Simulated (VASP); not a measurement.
Ga8Sb3P5, 16 atoms in the cell. Symmetry: R3m, No. 160, trigonal system. Conventional cell: a = 8.050 Å, b = 8.050 Å, c = 19.778 Å, α = 90.00°, β = 90.00°, γ = 120.00°. Ga (site symmetry 3m) is surrounded by 1 P at 2.32 Å and 3 Sb at 2.53 Å. Around Ga (site symmetry m) lie 2 P at 2.37 Å and 2 Sb at 2.57 Å. Ga (site symmetry m) is surrounded by 3 P at 2.42 to 2.43 Å and 1 Sb at 2.60 Å. Ga (site symmetry 3m) is surrounded by 4 P at 2.47 to 2.50 Å. Sb (site symmetry m) has 4 Ga at 2.53 to 2.60 Å as nearest neighbours. P (site symmetry 3m) has 4 Ga at 2.37 to 2.50 Å as nearest neighbours. P (site symmetry 3m) is surrounded by 4 Ga at 2.32 to 2.43 Å. Around P (site symmetry m) lie 4 Ga at 2.37 to 2.47 Å. The cell was built by a generator and needn't be a form met in nature.

| Item | Value |
| --- | --- |
| Program | VASP 6.6.1 |
| Task | band structure |
| Functional | PBEsol |
| Potentials or basis | VASP PAW PBE potentials, release 64 (Ga_d, Sb, P) |
| Cutoff | 520 eV |
| k mesh | 6 × 6 × 5 |
| Occupations | gaussian, width 0.03 eV |
| Spin | no spin polarisation |
| Further INCAR settings | ALGO = Normal; EDIFF = 1e-06; NBANDS = 86 |

Potentials or basis: VASP PAW PBE potentials, release 64 (Ga_d, Sb, P).

Run with:

```sh
$ cat potpaw_PBE.64/Ga_d/POTCAR potpaw_PBE.64/Sb/POTCAR potpaw_PBE.64/P/POTCAR > POTCAR
$ mpirun -np 4 vasp_std > vasp.out
```

Hardware: 4 MPI ranks on Intel(R) Xeon(R) 6975P-C (Granite Rapids), on a shared host.

Question: Estimate the wall time of this run.

Answer: It took 9.2 min on 4 MPI ranks on Intel(R) Xeon(R) 6975P-C (Granite Rapids), with other jobs on the host, peak memory 3 GiB a rank. Counts: scf iterations 25, k points 92.
